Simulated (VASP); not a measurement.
# InSb in VASP: notebook

The runs below take InSb through single point, relaxation of the atoms, with PBEsol.

All numbers are computed with VASP 6.6.1; they aren't measurements. Logs are shortened: lines on timing, memory, paths and dates and some standing lists are left out, and cuts for length are marked.

## (1) Starting point

The cell holds a slab with vacuum, 12 atoms: a = 4.611 Å, b = 6.521 Å, c = 26.527 Å, α = 90.00°, β = 90.00°, γ = 90.00°.

## (2) Single point, PBEsol

INCAR

```
ALGO     = Normal         # electronic algorithm
DIPOL    = 0.5 0.5 0.500
EDIFF    = 1E-6           # SCF threshold, eV
ENCUT    = 520            # plane-wave cutoff, eV
GGA      = PS             # functional
ICORELEVEL= 1            
IDIPOL   = 3            
ISIF     = 2              # what is computed and relaxed
ISMEAR   = 0              # smearing method
LASPH    = True           # aspherical terms in the spheres
LCHARG   = False          # write CHGCAR
LDIPOL   = True         
LREAL    = False          # projectors in reciprocal space
LVACPOTAV= True         
LVHAR    = True         
LWAVE    = False          # write WAVECAR
NBANDS   = 66             # bands
NELM     = 80             # most SCF steps
PREC     = Accurate       # precision mode
SIGMA    = 0.03           # smearing width, eV
```

KPOINTS

```
k-points
0
Gamma
  6 4 1
```

POSCAR

```
InSb
1.0
    4.6107958300      0.0000000000      0.0000000000
    0.0000000000      6.5206500000      0.0000000000
    0.0000000000      0.0000000000     26.5269895800
In Sb
6 6
Direct
    0.5000000000      0.5000000000      0.2827309100
    0.0000000000      0.0000000000      0.3696385500
    0.5000000000      0.5000000000      0.4565461800
    0.0000000000      0.0000000000      0.5434538200
    0.5000000000      0.5000000000      0.6303614500
    0.0000000000      0.0000000000      0.7172690900
    0.0000000000      0.7500000000      0.2827309100
    0.5000000000      0.2500000000      0.3696385500
    0.0000000000      0.7500000000      0.4565461800
    0.5000000000      0.2500000000      0.5434538200
    0.0000000000      0.7500000000      0.6303614500
    0.5000000000      0.2500000000      0.7172690900
```

Potentials or basis: VASP PAW PBE potentials, release 64 (In_d, Sb).

Run with:

```sh
$ cat potpaw_PBE.64/In_d/POTCAR potpaw_PBE.64/Sb/POTCAR > POTCAR
$ mpirun -np 4 vasp_std > vasp.out
```

OUTCAR:

```text
EDIFF = 1E-6
   ENCUT = 520
   GGA = PS
   ISIF = 2
   ISMEAR = 0
   LASPH = True
   LREAL = False
   NELM = 80
   PREC = Accurate

 ion  position               nearest neighbor table
   1  0.500  0.500  0.283-   7 2.82   7 2.82   8 2.82
   2  0.000  0.000  0.370-   9 2.82   8 2.82   8 2.82   7 2.82
   3  0.500  0.500  0.457-   8 2.82   9 2.82   9 2.82  10 2.82
   4  0.000  0.000  0.543-  11 2.82  10 2.82  10 2.82   9 2.82
   5  0.500  0.500  0.630-  10 2.82  11 2.82  11 2.82  12 2.82
   6  0.000  0.000  0.717-  12 2.82  12 2.82  11 2.82
   7  0.000  0.750  0.283-   1 2.82   1 2.82   2 2.82
   8  0.500  0.250  0.370-   3 2.82   2 2.82   2 2.82   1 2.82
   9  0.000  0.750  0.457-   2 2.82   3 2.82   3 2.82   4 2.82
  10  0.500  0.250  0.543-   5 2.82   4 2.82   4 2.82   3 2.82
  11  0.000  0.750  0.630-   4 2.82   5 2.82   5 2.82   6 2.82
  12  0.500  0.250  0.717-   6 2.82   6 2.82   5 2.82

  LATTYP: Found a simple orthorhombic cell.
 ALAT       =     4.6107958300
 B/A-ratio  =     1.4142135632
 C/A-ratio  =     5.7532344866

  Lattice vectors:

 A1 = (   4.6107958300,   0.0000000000,   0.0000000000)
 A2 = (   0.0000000000,   6.5206500000,   0.0000000000)
 A3 = (   0.0000000000,   0.0000000000,  26.5269895800)

Analysis of symmetry for initial positions (statically):
=====================================================================
 Subroutine PRICEL returns:
 Original cell was already a primitive cell.

 Routine SETGRP: Setting up the symmetry group for a
 simple orthorhombic supercell.

 Subroutine GETGRP returns: Found  4 space group operations
 (whereof  2 operations were pure point group operations)
 out of a pool of  8 trial point group operations.

The static configuration has the point symmetry C_1h.
 The point group associated with its full space group is C_2v.

Analysis of symmetry for dynamics (positions and initial velocities):
=====================================================================
 Subroutine PRICEL returns:
 Original cell was already a primitive cell.

 Routine SETGRP: Setting up the symmetry group for a
 simple orthorhombic supercell.

 Subroutine GETGRP returns: Found  4 space group operations
 (whereof  2 operations were pure point group operations)
[... 158 lines left out ...]
  free energy    TOTEN  =       -43.30107634 eV

  energy without entropy =      -43.30107634  energy(sigma->0) =      -43.30107634

 the core state eigenenergies are
   1-  1s -27743.6370  2s  -4150.1428  2p  -3724.1278  3s   -784.0337  3p   -644.5886
       3d   -428.2639  4s   -115.2496  4p    -73.7149
   2-  1s -27743.4353  2s  -4149.9549  2p  -3723.9381  3s   -783.8504  3p   -644.4052
       3d   -428.0809  4s   -115.0693  4p    -73.5336
   3-  1s -27743.5212  2s  -4150.0412  2p  -3724.0243  3s   -783.9364  3p   -644.4912
       3d   -428.1670  4s   -115.1547  4p    -73.6190
   4-  1s -27743.5212  2s  -4150.0412  2p  -3724.0243  3s   -783.9364  3p   -644.4912
       3d   -428.1670  4s   -115.1547  4p    -73.6190
   5-  1s -27743.4353  2s  -4149.9549  2p  -3723.9381  3s   -783.8504  3p   -644.4052
       3d   -428.0809  4s   -115.0693  4p    -73.5336
   6-  1s -27743.6370  2s  -4150.1428  2p  -3724.1278  3s   -784.0337  3p   -644.5886
       3d   -428.2639  4s   -115.2496  4p    -73.7149
   7-  1s -30292.0875  2s  -4604.0375  2p  -4132.1461  3s   -897.7511  3p   -744.0042
       3d   -509.5766  4s   -142.7985  4p    -95.7712  4d    -27.5829
   8-  1s -30292.4675  2s  -4604.4265  2p  -4132.5333  3s   -898.1588  3p   -744.4117
       3d   -509.9822  4s   -143.2376  4p    -96.2139  4d    -28.0381
   9-  1s -30292.4031  2s  -4604.3626  2p  -4132.4693  3s   -898.0951  3p   -744.3479
       3d   -509.9185  4s   -143.1735  4p    -96.1498  4d    -27.9739
  10-  1s -30292.4031  2s  -4604.3626  2p  -4132.4693  3s   -898.0951  3p   -744.3479
       3d   -509.9185  4s   -143.1735  4p    -96.1498  4d    -27.9739
  11-  1s -30292.4675  2s  -4604.4265  2p  -4132.5333  3s   -898.1588  3p   -744.4117
       3d   -509.9822  4s   -143.2376  4p    -96.2139  4d    -28.0381
  12-  1s -30292.0875  2s  -4604.0375  2p  -4132.1461  3s   -897.7511  3p   -744.0042
       3d   -509.5766  4s   -142.7985  4p    -95.7712  4d    -27.5829

 E-fermi :   0.4262     XC(G=0):  -5.0999

 val. band max:        0.3119251422   @ k =   0.0000   0.0000   0.0000
 cond. band min:       0.5429945186   @ k =   0.0000   0.5000   0.0000
 fundamental gap:      0.2310693764
 Fermi energy:         0.4261825580

 k-point     1 :       0.0000    0.0000    0.0000
  band No.  band energies     occupation
      1     -14.2960      2.00000
      2     -14.2959      2.00000
      3     -14.2929      2.00000
      4     -14.2928      2.00000
      5     -14.2418      2.00000
      6     -14.2418      2.00000
[... 817 lines left out ...]
     65       4.1296      0.00000
     66       4.1296      0.00000
 [bands above 66 left out]

------------------------ aborting loop because EDIFF is reached ----------------------------------------

  FORCE on cell =-STRESS in cart. coord.  units (eV):
  Direction    XX          YY          ZZ          XY          YZ          ZX
  --------------------------------------------------------------------------------------
  -------------------------------------------------------------------------------------
  Total       -1.3226121     -1.3864486      1.1254740      0.0000000      0.0000000      0.0000000
  in kB       -2.6569802     -2.7852206      2.2609518      0.0000000      0.0000000      0.0000000
  external PRESSURE =      -1.0604163 kB  Pullay stress =       0.0000000 kB

 VOLUME and BASIS-vectors are now :
 -----------------------------------------------------------------------------
  energy-cutoff  :      520.00
  volume of cell :      797.54
      direct lattice vectors                 reciprocal lattice vectors
     4.610795830  0.000000000  0.000000000     0.216882299  0.000000000  0.000000000
     0.000000000  6.520650000  0.000000000     0.000000000  0.153358944  0.000000000
     0.000000000  0.000000000 26.526989580     0.000000000  0.000000000  0.037697455

 POSITION                                       TOTAL-FORCE (eV/Angst)
 -----------------------------------------------------------------------------------
      2.30540      3.26032      7.50000         0.000000      0.618852      0.863817
      0.00000      0.00000      9.80540         0.000000     -0.196232      0.153361
      2.30540      3.26032     12.11080         0.000000      0.130980      0.112570
      0.00000      0.00000     14.41619         0.000000      0.130980     -0.112570
      2.30540      3.26032     16.72159         0.000000     -0.196232     -0.153361
      0.00000      0.00000     19.02699         0.000000      0.618852     -0.863817
      0.00000      4.89049      7.50000         0.000000     -0.041258     -0.900020
      2.30540      1.63016      9.80540         0.000000     -0.430709     -0.331690
      0.00000      4.89049     12.11080         0.000000     -0.081633      0.080061
      2.30540      1.63016     14.41619         0.000000     -0.081633     -0.080061
      0.00000      4.89049     16.72159         0.000000     -0.430709      0.331690
      2.30540      1.63016     19.02699         0.000000     -0.041258      0.900020
 -----------------------------------------------------------------------------------
    total drift:                                0.000000      0.000695      0.000000

  FREE ENERGIE OF THE ION-ELECTRON SYSTEM (eV)
  ---------------------------------------------------
  free  energy   TOTEN  =       -43.3010763400 eV

  energy  without entropy=      -43.3010763393  energy(sigma->0) =      -43.30107634

 vacuum level on the upper side and lower side of the slab         4.773         4.773
```

OSZICAR:

```text
N       E                     dE             d eps       ncg     rms          rms(c)
DAV:   1     0.918861676680E+03    0.91886E+03   -0.43204E+04  1720   0.136E+03
DAV:   2     0.537813584625E+02   -0.86508E+03   -0.83996E+03  1784   0.345E+02
DAV:   3    -0.399144963489E+02   -0.93696E+02   -0.92252E+02  1952   0.154E+02
[... 16 lines left out ...]
DAV:  20    -0.433010624665E+02   -0.31206E-04   -0.12582E-06  1220   0.266E-03    0.268E-03
DAV:  21    -0.433010695958E+02   -0.71293E-05   -0.24868E-07  1236   0.148E-03    0.123E-03
DAV:  22    -0.433010748879E+02   -0.52921E-05   -0.20193E-07  1164   0.106E-03    0.812E-04
DAV:  23    -0.433010759058E+02   -0.10179E-05   -0.25866E-08  1080   0.784E-04    0.162E-04
DAV:  24    -0.433010763400E+02   -0.43418E-06   -0.18841E-08  1056   0.502E-04
   1 F= -.43301076E+02 E0= -.43301076E+02  d E =-.721059E-09
```

Run time: 4.2 min. Hardware: 4 MPI ranks of Intel Xeon 6975P-C (Granite Rapids), shared host; peak memory 0.42 GiB.

Results:

| Quantity | Value |
| --- | --- |
| Free energy | -43.3011 eV |
| Largest force | 1.063 eV/Å |
| Band gap on the k mesh | 0.23 eV, indirect (least direct gap 0.31 eV) |
| Ionisation potential of the upper face | 4.46 eV |

Forces in eV/Å, atoms in the order of the input:
```
In   0.000  0.619  0.864
In   0.000 -0.196  0.153
In   0.000  0.131  0.113
In   0.000  0.131 -0.113
In   0.000 -0.196 -0.153
In   0.000  0.619 -0.864
Sb   0.000 -0.041 -0.900
Sb   0.000 -0.431 -0.332
Sb   0.000 -0.082  0.080
Sb   0.000 -0.082 -0.080
Sb   0.000 -0.431  0.332
Sb   0.000 -0.041  0.900
```

Core levels (eV, on the scale of the bands):
| atom | levels |
| --- | --- |
| 1 In | 1s -27743.6, 2s -4150.1, 2p -3724.1, 3s -784.0, 3p -644.6, 3d -428.3, 4s -115.2, 4p -73.7 |
| 2 In | 1s -27743.4, 2s -4150.0, 2p -3723.9, 3s -783.9, 3p -644.4, 3d -428.1, 4s -115.1, 4p -73.5 |
| 3 In | 1s -27743.5, 2s -4150.0, 2p -3724.0, 3s -783.9, 3p -644.5, 3d -428.2, 4s -115.2, 4p -73.6 |
| 4 In | 1s -27743.5, 2s -4150.0, 2p -3724.0, 3s -783.9, 3p -644.5, 3d -428.2, 4s -115.2, 4p -73.6 |
| 5 In | 1s -27743.4, 2s -4150.0, 2p -3723.9, 3s -783.9, 3p -644.4, 3d -428.1, 4s -115.1, 4p -73.5 |
| 6 In | 1s -27743.6, 2s -4150.1, 2p -3724.1, 3s -784.0, 3p -644.6, 3d -428.3, 4s -115.2, 4p -73.7 |

Caveat: the PAW data sets were made with another functional, which shifts forces and pressure a little; spin-orbit coupling is left out, which moves the levels of the heavy elements. PBEsol gaps usually lie below the measured ones, often by a third to a half.

## (3) Relaxation of the atoms, PBEsol

Changes to INCAR since step 2:

```diff
@@ -3,5 +3,6 @@
 EDIFF    = 1E-6           # SCF threshold, eV
+EDIFFG   = -0.02          # ionic threshold
 ENCUT    = 520            # plane-wave cutoff, eV
 GGA      = PS             # functional
-ICORELEVEL= 1            
+IBRION   = 2              # ionic algorithm
 IDIPOL   = 3            
@@ -13,7 +14,5 @@
 LREAL    = False          # projectors in reciprocal space
-LVACPOTAV= True         
-LVHAR    = True         
 LWAVE    = False          # write WAVECAR
-NBANDS   = 66             # bands
 NELM     = 80             # most SCF steps
+NSW      = 80             # ionic steps
 PREC     = Accurate       # precision mode
```

KPOINTS is that of step 2.

POSCAR is that of step 2.

Potentials or basis: VASP PAW PBE potentials, release 64 (In_d, Sb).

Run with:

```sh
$ cat potpaw_PBE.64/In_d/POTCAR potpaw_PBE.64/Sb/POTCAR > POTCAR
$ mpirun -np 4 vasp_std > vasp.out
```

Wall time 34 min (4 MPI ranks of Intel Xeon 6975P-C (Granite Rapids), shared host); peak memory 0.42 GiB.

It converged, with:

| Item | Value |
| --- | --- |
| Free energy | -44.5158 eV |
| Energy gained by relaxing | 101.2 meV/atom |
| Ionic steps | 19 |
| Largest force after relaxing | 0.019 eV/Å |
| Band gap on the k mesh | 0.50 eV, direct |

Forces on the atoms (eV/Å):
```
In   0.000  0.003  0.017
In   0.000 -0.001 -0.005
In   0.000 -0.001 -0.006
In   0.000 -0.001  0.006
In   0.000 -0.001  0.005
In   0.000  0.003 -0.017
Sb   0.000 -0.008  0.002
Sb   0.000 -0.001  0.019
Sb   0.000  0.009 -0.003
Sb   0.000  0.009  0.003
Sb   0.000 -0.001 -0.019
Sb   0.000 -0.008 -0.002
```

Step by step:
```
step  energy change (eV)  largest force (eV/Å)  pressure (GPa)
   1              0.0000                1.0626           -0.11
   2             -0.2064                0.9598           -0.10
   3             -0.5789                0.6710           -0.09
   4             -0.2951                1.2214           -0.21
   5             -0.6295                0.8819           -0.09
   6             -0.8317                0.7643           -0.21
   7             -1.0820                0.5163           -0.54
   8             -1.1522                0.2222           -0.46
   9             -1.1590                0.2173           -0.41
  10             -1.1753                0.1536           -0.39
  11             -1.1821                0.1131           -0.36
  12             -1.1922                0.1175           -0.35
  13             -1.1966                0.1770           -0.32
  14             -1.2044                0.0968           -0.30
  15             -1.2106                0.0661           -0.26
  16             -1.2106                0.0792           -0.25
  17             -1.2131                0.0471           -0.26
  18             -1.2138                0.0497           -0.24
  19             -1.2147                0.0194           -0.26
```

Final structure:
```
In Sb
1.0
     4.61080    0.00000    0.00000
     0.00000    6.52065    0.00000
     0.00000    0.00000   26.52699
In Sb
6 6
Direct
  0.50000 0.55883 0.30387
  0.00000 0.97788 0.36458
  0.50000 0.48292 0.45910
  0.00000 0.98292 0.54090
  0.50000 0.47788 0.63542
  0.00000 0.05883 0.69613
  0.00000 0.76644 0.27102
  0.50000 0.22944 0.37173
  0.00000 0.73449 0.45389
  0.50000 0.23449 0.54611
  0.00000 0.72944 0.62827
  0.50000 0.26644 0.72898
```

Levels at points of the mesh, in eV from the valence-band top:
| k point | band 52 | band 53 | band 54 | band 55 | band 56 | band 57 |
| --- | --- | --- | --- | --- | --- | --- |
| (0.00, 0.00, 0.00) | -0.42 | -0.22 | 0.00 | 0.50 | 1.13 | 1.27 |
| (0.50, 0.00, 0.00) | -1.47 | -1.00 | -1.00 | 0.71 | 0.71 | 1.38 |
| (0.00, 0.50, 0.00) | -0.88 | -0.81 | -0.81 | 0.62 | 0.62 | 1.24 |
| (0.50, 0.50, 0.00) | -1.18 | -0.82 | -0.82 | 0.80 | 0.80 | 2.03 |

Caveat: the PAW data sets were made with another functional, which shifts forces and pressure a little; spin-orbit coupling is left out, which moves the levels of the heavy elements. A hybrid or GW would open this gap; PBEsol tends to underestimate it.

## (4) Single point, PBEsol

Changes to INCAR since step 3:

```diff
@@ -3,6 +3,5 @@
 EDIFF    = 1E-6           # SCF threshold, eV
-EDIFFG   = -0.02          # ionic threshold
 ENCUT    = 520            # plane-wave cutoff, eV
 GGA      = PS             # functional
-IBRION   = 2              # ionic algorithm
+ICORELEVEL= 1            
 IDIPOL   = 3            
@@ -14,5 +13,7 @@
 LREAL    = False          # projectors in reciprocal space
+LVACPOTAV= True         
+LVHAR    = True         
 LWAVE    = False          # write WAVECAR
+NBANDS   = 66             # bands
 NELM     = 80             # most SCF steps
-NSW      = 80             # ionic steps
 PREC     = Accurate       # precision mode
```

KPOINTS is that of step 3.

POSCAR

```
InSb                                    
1.0
    4.6107958300      0.0000000000      0.0000000000
    0.0000000000      6.5206500000      0.0000000000
    0.0000000000      0.0000000000     26.5269895800
  In              Sb            
     6     6
Direct
     0.5000000000000000    0.5588289380828648    0.3038728146611570
     0.0000000000000000    0.9778772993774575    0.3645812763509249
     0.5000000000000000    0.4829227678071161    0.4590984131951449
     0.0000000000000000    0.9829227678071163    0.5409015868048551
     0.5000000000000000    0.4778772993774574    0.6354187236490749
     0.0000000000000000    0.0588289380828649    0.6961271853388430
     0.0000000000000000    0.7664436511772768    0.2710184114312699
     0.5000000000000000    0.2294400248780466    0.3717317551576109
     0.0000000000000000    0.7344873186772380    0.4538884180818297
     0.5000000000000000    0.2344873186772382    0.5461115819181702
     0.0000000000000000    0.7294400248780464    0.6282682448423891
     0.5000000000000000    0.2664436511772767    0.7289815885687301
```

Run with:

```sh
$ cat potpaw_PBE.64/In_d/POTCAR potpaw_PBE.64/Sb/POTCAR > POTCAR
$ mpirun -np 4 vasp_std > vasp.out
```

It took 3.9 min on 4 MPI ranks of Intel Xeon 6975P-C (Granite Rapids), shared host; peak memory 0.43 GiB.

Results (log left out):

| Item | Value |
| --- | --- |
| Free energy | -44.5158 eV |
| Largest force | 0.020 eV/Å |
| Band gap on the k mesh | 0.50 eV, direct |
| Ionisation potential of the upper face | 4.53 eV |

Forces in eV/Å, atoms in the order of the input:
```
In   0.000  0.003  0.018
In   0.000 -0.002 -0.004
In   0.000 -0.001 -0.006
In   0.000 -0.001  0.006
In   0.000 -0.002  0.004
In   0.000  0.003 -0.018
Sb   0.000 -0.008  0.002
Sb   0.000 -0.001  0.020
Sb   0.000  0.009 -0.003
Sb   0.000  0.009  0.003
Sb   0.000 -0.001 -0.020
Sb   0.000 -0.008 -0.002
```

Levels at points of the mesh, in eV from the valence-band top:
```csv
k point,band 50,band 51,band 52,band 53,band 54,band 55,band 56,band 57,band 58,band 59
"(0.00, 0.00, 0.00)",-0.64,-0.46,-0.42,-0.22,0.00,0.50,1.14,1.27,1.29,1.69
"(0.50, 0.00, 0.00)",-1.70,-1.47,-1.47,-1.00,-1.00,0.71,0.71,1.38,1.38,2.00
"(0.00, 0.50, 0.00)",-1.09,-0.88,-0.88,-0.81,-0.81,0.62,0.62,1.24,1.24,1.66
"(0.50, 0.50, 0.00)",-1.60,-1.18,-1.18,-0.82,-0.82,0.80,0.80,2.03,2.03,2.15
```

Core levels (eV, on the scale of the bands):
```tsv
atom	levels
1 In	1s -27743.7, 2s -4150.2, 2p -3724.1, 3s -784.1, 3p -644.6, 3d -428.3, 4s -115.3, 4p -73.7
2 In	1s -27743.5, 2s -4150.0, 2p -3724.0, 3s -783.9, 3p -644.4, 3d -428.1, 4s -115.1, 4p -73.6
3 In	1s -27743.5, 2s -4150.0, 2p -3724.0, 3s -783.9, 3p -644.4, 3d -428.1, 4s -115.1, 4p -73.6
4 In	1s -27743.5, 2s -4150.0, 2p -3724.0, 3s -783.9, 3p -644.4, 3d -428.1, 4s -115.1, 4p -73.6
5 In	1s -27743.5, 2s -4150.0, 2p -3724.0, 3s -783.9, 3p -644.4, 3d -428.1, 4s -115.1, 4p -73.6
6 In	1s -27743.7, 2s -4150.2, 2p -3724.1, 3s -784.1, 3p -644.6, 3d -428.3, 4s -115.3, 4p -73.7
```

Caveat: the PAW data sets were made with another functional, which shifts forces and pressure a little; spin-orbit coupling is left out, which moves the levels of the heavy elements.
